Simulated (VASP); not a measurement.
The system is Sn.

```
CELL_PARAMETERS angstrom
0.00000 3.23334 3.23334
3.23334 0.00000 3.23334
3.23334 3.23334 0.00000
ATOMIC_POSITIONS crystal
Sn 0.00000 0.00000 0.00000
Sn 0.25000 0.25000 0.25000
```

This isn't the form of Sn at room conditions, which is tetragonal (white tin).

```yaml
Program: VASP 6.6.1
Task: relaxation of cell and atoms
Functional: PBEsol
Potentials_or_basis: VASP PAW PBE potentials, release 64 (Sn_d)
Cutoff: 520 eV
k_mesh: 8 × 8 × 8
Occupations: gaussian, width 0.02 eV
Spin: no spin polarisation
```

At the start: pressure 1.4 GPa; volume 33.80 Å³/atom.

Q: Where does the relaxation end?

A: Over 3 steps the energy falls by 4.7 meV/atom and the volume is 34.89 Å³/atom (+3.2 %); space group Fd-3m (No. 227, to 0.05 Å).

Step by step:
| step | energy change (eV) | largest force (eV/Å) | pressure (GPa) | volume (Å³) |
| --- | --- | --- | --- | --- |
| 1 | 0.0000 | 0.0000 | 1.44 | 67.61 |
| 2 | -0.0082 | 0.0000 | -0.49 | 70.63 |
| 3 | -0.0095 | 0.0000 | -0.01 | 69.78 |

Final structure:
```xyz
2
Lattice="0.0000 3.2676 3.2676 3.2676 0.0000 3.2676 3.2676 3.2676 0.0000" Properties=species:S:1:pos:R:3 pbc="T T T"
Sn    0.0000    0.0000    0.0000
Sn    1.6338    1.6338    1.6338
```

Caveat: the PAW data sets were made with another functional, which shifts forces and pressure a little.
